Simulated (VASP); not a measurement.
Output of a VASP run:

File OUTCAR:
```
 ion  position               nearest neighbor table
   1  0.500  0.001  0.000-  32 2.50  54 2.50  46 2.50  62 2.50
   2  0.749  0.251  1.000-  55 2.49  32 2.50  33 2.50  44 2.50
   3  0.749  0.999  0.251-  49 2.49  34 2.50  32 2.50  38 2.50
   4  1.000  1.000  0.000-  63 2.50  38 2.50  44 2.50  35 2.50
   5  0.251  0.251  0.001-  36 2.49  54 2.50  60 2.50  35 2.50
   6  0.500  0.500  0.000-  36 2.50  37 2.50  55 2.50  61 2.50
   7  0.749  0.749  0.001-  37 2.49  56 2.50  62 2.50  38 2.50
   8  0.251  0.001  0.251-  39 2.49  46 2.50  57 2.50  35 2.50
   9  0.505  0.255  0.255-  40 2.48  39 2.52  36 2.52  32 2.52
  10  0.746  0.495  0.254-  40 2.48  37 2.52  41 2.52  33 2.52
  11  0.500  0.000  0.500-  39 2.50  42 2.50  59 2.50  49 2.50
  12  0.745  0.255  0.495-  40 2.48  42 2.52  43 2.52  34 2.52
  13  0.749  0.001  0.749-  42 2.49  62 2.50  53 2.50  44 2.50
  14  0.000  0.500  0.000-  33 2.50  60 2.50  45 2.50  56 2.50
  15  0.251  0.749  1.000-  61 2.49  45 2.50  46 2.50  63 2.50
  16  0.001  0.251  0.251-  47 2.49  34 2.50  33 2.50  35 2.50
  17  0.254  0.504  0.254-  48 2.48  36 2.51  47 2.51  45 2.52
  18  0.496  0.746  0.254-  48 2.48  37 2.52  49 2.52  46 2.52
  19  1.000  0.000  0.500-  34 2.50  57 2.50  50 2.50  53 2.50
  20  0.254  0.254  0.505-  51 2.48  39 2.51  47 2.52  50 2.52
  21  0.747  0.747  0.504-  52 2.48  41 2.51  49 2.51  53 2.52
  22  0.251  0.999  0.749-  59 2.49  50 2.50  54 2.50  63 2.50
  23  0.496  0.254  0.746-  51 2.48  42 2.52  55 2.52  54 2.52
  24  0.746  0.504  0.746-  52 2.48  43 2.51  55 2.51  56 2.52
  25  0.999  0.749  0.251-  41 2.49  57 2.50  45 2.50  38 2.50
  26  0.000  0.500  0.500-  58 2.50  43 2.50  47 2.50  41 2.50
  27  0.254  0.746  0.496-  48 2.48  58 2.52  59 2.52  57 2.52
  28  0.999  0.251  0.749-  43 2.49  50 2.50  60 2.50  44 2.50
  29  0.254  0.495  0.746-  51 2.48  58 2.52  61 2.52  60 2.52
  30  0.504  0.746  0.747-  52 2.48  61 2.51  59 2.51  62 2.52
  31  0.001  0.749  0.749-  58 2.49  56 2.50  53 2.50  63 2.50
  32  0.625  0.125  0.126-   2 2.50   3 2.50   1 2.50   9 2.52
  33  0.875  0.375  0.125-  14 2.50  16 2.50   2 2.50  10 2.52
  34  0.875  0.125  0.375-  16 2.50   3 2.50  19 2.50  12 2.52
  35  0.125  0.125  0.125-   4 2.50  16 2.50   5 2.50   8 2.50
  36  0.376  0.375  0.127-   5 2.49   6 2.50  17 2.51   9 2.52
  37  0.625  0.625  0.126-   7 2.49   6 2.50  18 2.52  10 2.52
  38  0.875  0.875  0.125-   4 2.50   3 2.50  25 2.50   7 2.50
  39  0.376  0.127  0.376-   8 2.49  11 2.50  20 2.51   9 2.52
  40  0.615  0.386  0.386-  10 2.48  12 2.48   9 2.48
  41  0.874  0.625  0.375-  25 2.49  26 2.50  21 2.51  10 2.52
  42  0.625  0.126  0.625-  13 2.49  11 2.50  23 2.52  12 2.52
  43  0.874  0.375  0.625-  28 2.49  26 2.50  24 2.51  12 2.52
  44  0.875  0.125  0.875-   4 2.50   2 2.50  28 2.50  13 2.50
  45  0.125  0.625  0.125-  15 2.50  25 2.50  14 2.50  17 2.52
  46  0.375  0.875  0.125-   8 2.50  15 2.50   1 2.50  18 2.52
  47  0.126  0.375  0.375-  16 2.49  26 2.50  17 2.51  20 2.52
  48  0.384  0.615  0.385-  27 2.48  17 2.48  18 2.48
  49  0.625  0.874  0.375-   3 2.49  11 2.50  21 2.51  18 2.52
  50  0.125  0.125  0.625-  28 2.50  22 2.50  19 2.50  20 2.52
  51  0.385  0.385  0.615-  29 2.48  23 2.48  20 2.48
  52  0.617  0.617  0.617-  21 2.48  30 2.48  24 2.48
  53  0.875  0.875  0.625-  13 2.50  31 2.50  19 2.50  21 2.52
  54  0.375  0.125  0.875-   5 2.50  22 2.50   1 2.50  23 2.52
  55  0.625  0.375  0.874-   2 2.49   6 2.50  24 2.51  23 2.52
  56  0.875  0.625  0.875-   7 2.50  31 2.50  14 2.50  24 2.52
  57  0.125  0.875  0.375-  25 2.50   8 2.50  19 2.50  27 2.52
  58  0.126  0.625  0.625-  31 2.49  26 2.50  27 2.52  29 2.52
  59  0.375  0.874  0.625-  22 2.49  11 2.50  30 2.51  27 2.52
  60  0.125  0.375  0.875-   5 2.50  28 2.50  14 2.50  29 2.52
  61  0.375  0.625  0.874-  15 2.49   6 2.50  30 2.51  29 2.52
  62  0.625  0.875  0.875-  13 2.50   7 2.50   1 2.50  30 2.52
  63  0.125  0.875  0.875-   4 2.50  22 2.50  15 2.50  31 2.50
 Subroutine IBZKPT returns following result:
 Found      1 irreducible k-points:

 Following reciprocal coordinates:
            Coordinates               Weight
  0.000000  0.000000  0.000000      1.000000
 Subroutine IBZKPT_HF returns following result:
   k-points           NKPTS =      1   k-points in BZ     NKDIM =      1   number of bands    NBANDS=    159
   number of dos      NEDOS =    301   number of ions     NIONS =     63
   total plane-waves  NPLWV = 175616
   dimension x,y,z NGX =    56 NGY =   56 NGZ =   56
   dimension x,y,z NGXF=   112 NGYF=  112 NGZF=  112
   ions per type =              31  32
   PREC   = normal    normal or accurate (medium, high low for compatibility)
   ISTART =      1    job   : 0-new  1-cont  2-samecut
   ICHARG =      0    charge: 1-file 2-atom 10-const
...
```

File OSZICAR:
```
       N       E                     dE             d eps       ncg     rms          rms(c)
DAV:   1    -0.304631423514E+03   -0.30463E+03   -0.21773E+01   636   0.125E+01    0.136E+01
DAV:   2    -0.304837107180E+03   -0.20568E+00   -0.66540E-01   698   0.122E+00    0.900E+00
DAV:   3    -0.304878632636E+03   -0.41525E-01   -0.18771E-01   690   0.595E-01    0.530E+00
DAV:   4    -0.304876394505E+03    0.22381E-02   -0.96146E-02   714   0.429E-01    0.301E+00
DAV:   5    -0.304874109331E+03    0.22852E-02   -0.40578E-02   698   0.282E-01    0.168E+00
DAV:   6    -0.304874361406E+03   -0.25207E-03   -0.17114E-02   730   0.152E-01    0.957E-01
DAV:   7    -0.304874988024E+03   -0.62662E-03   -0.80138E-03   722   0.796E-02    0.548E-01
DAV:   8    -0.304875793308E+03   -0.80528E-03   -0.58454E-03   722   0.633E-02    0.307E-01
DAV:   9    -0.304876590426E+03   -0.79712E-03   -0.43928E-03   722   0.521E-02    0.172E-01
DAV:  10    -0.304877239792E+03   -0.64937E-03   -0.32350E-03   714   0.432E-02    0.101E-01
DAV:  11    -0.304877733354E+03   -0.49356E-03   -0.23659E-03   730   0.365E-02    0.653E-02
DAV:  12    -0.304878093453E+03   -0.36010E-03   -0.16903E-03   737   0.307E-02    0.468E-02
DAV:  13    -0.304878347680E+03   -0.25423E-03   -0.11909E-03   737   0.259E-02    0.364E-02
DAV:  14    -0.304878524043E+03   -0.17636E-03   -0.82712E-04   728   0.218E-02    0.294E-02
DAV:  15    -0.304878644709E+03   -0.12067E-03   -0.56511E-04   697   0.181E-02    0.242E-02
DAV:  16    -0.304878726302E+03   -0.81594E-04   -0.38282E-04   681   0.150E-02    0.201E-02
DAV:  17    -0.304878780884E+03   -0.54582E-04   -0.25494E-04   601   0.124E-02    0.165E-02
DAV:  18    -0.304878817107E+03   -0.36223E-04   -0.17057E-04   561   0.105E-02    0.136E-02
DAV:  19    -0.304878841076E+03   -0.23970E-04   -0.11307E-04   513   0.860E-03    0.111E-02
DAV:  20    -0.304878856834E+03   -0.15757E-04   -0.74718E-05   458   0.713E-03    0.904E-03
DAV:  21    -0.304878867205E+03   -0.10371E-04   -0.49410E-05   426   0.589E-03    0.732E-03
DAV:  22    -0.304878873996E+03   -0.67916E-05   -0.32196E-05   362   0.490E-03
   1 F= -.30487887E+03 E0= -.30487887E+03  d E =-.126669E-07  mag=     1.0000
```

### OUTCAR
```
------------------------ aborting loop because EDIFF is reached ----------------------------------------
  volume of cell :     1529.70
      direct lattice vectors                 reciprocal lattice vectors
    11.522210421  0.000000000  0.000000000     0.086788903  0.000000000  0.000000000
     0.000000000 11.522210421  0.000000000     0.000000000  0.086788903  0.000000000
     0.000000000  0.000000000 11.522210421     0.000000000  0.000000000  0.086788903
  FREE ENERGIE OF THE ION-ELECTRON SYSTEM (eV)
  ---------------------------------------------------
  free  energy   TOTEN  =      -304.8788739963 eV

  energy  without entropy=     -304.8788739836  energy(sigma->0) =     -304.87887399

  exchange ACFDT corr.  =         0.00000000  see jH, gK, PRB 81, 115126

 total charge

# of ion       s       p       d       tot
------------------------------------------
    1        1.094   1.170   0.131   2.395
    2        1.085   1.180   0.134   2.399
    3        1.085   1.180   0.134   2.400
    4        1.084   1.178   0.133   2.394
    5        1.085   1.180   0.133   2.398
    6        1.083   1.182   0.134   2.399
    7        1.085   1.179   0.133   2.398
    8        1.085   1.179   0.133   2.398
    9        1.089   1.158   0.128   2.375
   10        1.089   1.157   0.128   2.374
   11        1.083   1.182   0.134   2.399
   12        1.089   1.157   0.128   2.374
   13        1.085   1.179   0.133   2.398
   14        1.094   1.169   0.131   2.394
   15        1.085   1.179   0.133   2.398
   16        1.086   1.180   0.134   2.399
   17        1.090   1.158   0.129   2.377
   18        1.090   1.156   0.128   2.374
   19        1.094   1.171   0.131   2.396
   20        1.090   1.158   0.129   2.376
   21        1.090   1.162   0.129   2.381
   22        1.085   1.180   0.134   2.399
   23        1.090   1.156   0.129   2.374
   24        1.089   1.158   0.129   2.377
   25        1.085   1.180   0.133   2.399
   26        1.083   1.182   0.134   2.399
   27        1.089   1.160   0.129   2.377
   28        1.085   1.179   0.133   2.398
   29        1.089   1.157   0.128   2.375
   30        1.089   1.162   0.129   2.380
   31        1.085   1.179   0.133   2.398
   32        1.217   1.603   0.025   2.846
   33        1.217   1.603   0.025   2.846
   34        1.217   1.603   0.025   2.846
   35        1.214   1.612   0.025   2.852
   36        1.211   1.614   0.025   2.850
   37        1.211   1.614   0.025   2.850
   38        1.214   1.612   0.025   2.852
   39        1.211   1.614   0.025   2.850
   40        1.264   1.500   0.024   2.787
   41        1.211   1.614   0.025   2.850
   42        1.211   1.614   0.025   2.850
   43        1.211   1.614   0.025   2.850
   44        1.214   1.612   0.025   2.851
   45        1.218   1.602   0.025   2.845
   46        1.218   1.602   0.025   2.845
   47        1.211   1.614   0.025   2.850
   48        1.262   1.501   0.024   2.787
   49        1.211   1.614   0.025   2.850
   50        1.218   1.602   0.025   2.845
   51        1.263   1.499   0.024   2.786
   52        1.261   1.503   0.023   2.787
...
```
(Selected blocks of OUTCAR.)

**POSCAR**
```
Ga31As32
1
   11.5222104212     0.0000000000     0.0000000000
    0.0000000000    11.5222104212     0.0000000000
    0.0000000000     0.0000000000    11.5222104212
Ga As
31 32
Direct
  0.4998996002   0.0005234483   0.0003477379
  0.7491499959   0.2506481928   0.9996228886
  0.7492786091   0.9993290291   0.2509650179
  0.9999716539   0.9999376519   0.0000238382
  0.2508989752   0.2508116453   0.0008139962
  0.4999520634   0.4999202041   0.0002682507
  0.7490856312   0.7490999167   0.0007142986
  0.2509291108   0.0009045851   0.2509859303
  0.5048392159   0.2546118334   0.2547260842
  0.7456261937   0.4953914520   0.2544258994
  0.4999234687   0.0001809460   0.5000393078
  0.7454902519   0.2545956118   0.4953844234
  0.7490218813   0.0007699314   0.7491451276
  0.0000643998   0.4995887138   0.0003190791
  0.2508460881   0.7492081511   0.9995546411
  0.0006569005   0.2507467717   0.2509559326
  0.2540571397   0.5040949954   0.2540985429
  0.4956185361   0.7457725127   0.2541692508
  0.9999851921   0.0004103318   0.4997929465
  0.2541709924   0.2541818380   0.5045173581
  0.7466935764   0.7466496303   0.5038470410
  0.2508704068   0.9993023401   0.7492256562
  0.4955965072   0.2542163774   0.7458238597
  0.7461909288   0.5040343619   0.7462790323
  0.9993899921   0.7492987919   0.2510059273
  0.0000453419   0.4999366910   0.5000903316
  0.2539903450   0.7459030481   0.4957340536
  0.9994110447   0.2508292479   0.7492115245
  0.2543763100   0.4954607372   0.7457184468
  0.5039772651   0.7464152112   0.7465720562
  0.0006502207   0.7490809878   0.7491338596
  0.6253315209   0.1253577797   0.1255828763
  0.8747496064   0.3746445049   0.1254107819
  0.8746558218   0.1254090289   0.3747850173
  0.1251687790   0.1252107642   0.1252568452
  0.3755013897   0.3752320714   0.1265981702
  0.6246758943   0.6246054986   0.1264389817
  0.8748082184   0.8748279032   0.1252454216
  0.3755106770   0.1267103656   0.3755027848
  0.6145398234   0.3858994062   0.3857229466
  0.8738190808   0.6245933611   0.3753153947
  0.6246044027   0.1264792270   0.6245778488
  0.8736727022   0.3753146906   0.6246684484
  0.8747876328   0.1252042584   0.8748608079
  0.1251784770   0.6253519183   0.1253524193
  0.3747291458   0.8749871580   0.1253419655
  0.1263621588   0.3752833433   0.3754720258
  0.3843184509   0.6153788863   0.3847598811
  0.6245816352   0.8738165803   0.3753420987
  0.1252583884   0.1252429761   0.6253776099
  0.3851256214   0.3849850441   0.6149182628
  0.6168107453   0.6173198807   0.6165135262
  0.8750096891   0.8751511331   0.6253871480
  0.3746732237   0.1253179339   0.8748281332
  0.6246098813   0.3752943318   0.8738795639
  0.8749517020   0.6253168902   0.8750368431
  0.1252093769   0.8750612971   0.3748010401
  0.1263051703   0.6246043170   0.6247310738
  0.3753396087   0.8737773352   0.6246915060
  0.1252782292   0.3747211354   0.8749028451
  0.3752823434   0.6245969958   0.8739260621
  0.6252743819   0.8751648586   0.8751485999
  0.1251713828   0.8748149379   0.8748617290
```

### Question
Write an INCAR and KPOINTS that could have produced this output.

### Answer
This is not unique; one that fits is the input of the run itself, HSE06 screened hybrid, plane waves, VASP's PBE PAW potentials (set 64).

KPOINTS:
```
Automatic mesh
0
Gamma
1 1 1
0 0 0
```

**INCAR**
```
! general
SYSTEM   = Ga31As32
PREC     = Normal
ENCUT    = 400
LREAL    = Auto
LASPH    = .True.
ISYM     = 0

! electronic loop
EDIFF    = 1E-5
NELM     = 50
NELMIN   = 4
ALGO     = Normal
LMAXMIX  = 4

! smearing
ISMEAR   = 0
SIGMA    = 0.05

! functional
GGA      = PE
LHFCALC  = .True.
AEXX     = 0.25
HFSCREEN = 0.2
PRECFOCK = Fast

! spin
ISPIN    = 2
MAGMOM   = 63*0.0159
NUPDOWN  = 1

! ions
ISIF     = 0

! output
LWAVE    = .False.
LCHARG   = .False.
LORBIT   = 10
```

POTCAR, in this order: Ga As (PBE.64 set). Program: vasp_gam. Read from the step before: WAVECAR.

The supercell is sampled at Γ alone, which is coarse: total energies, pressure and levels can be off, energies of defects by several tenths of an eV.

The cell is a supercell with a defect, built from GaAs (zinc blende): vac_Ga. The cell's shape comes from a PBE relaxation.
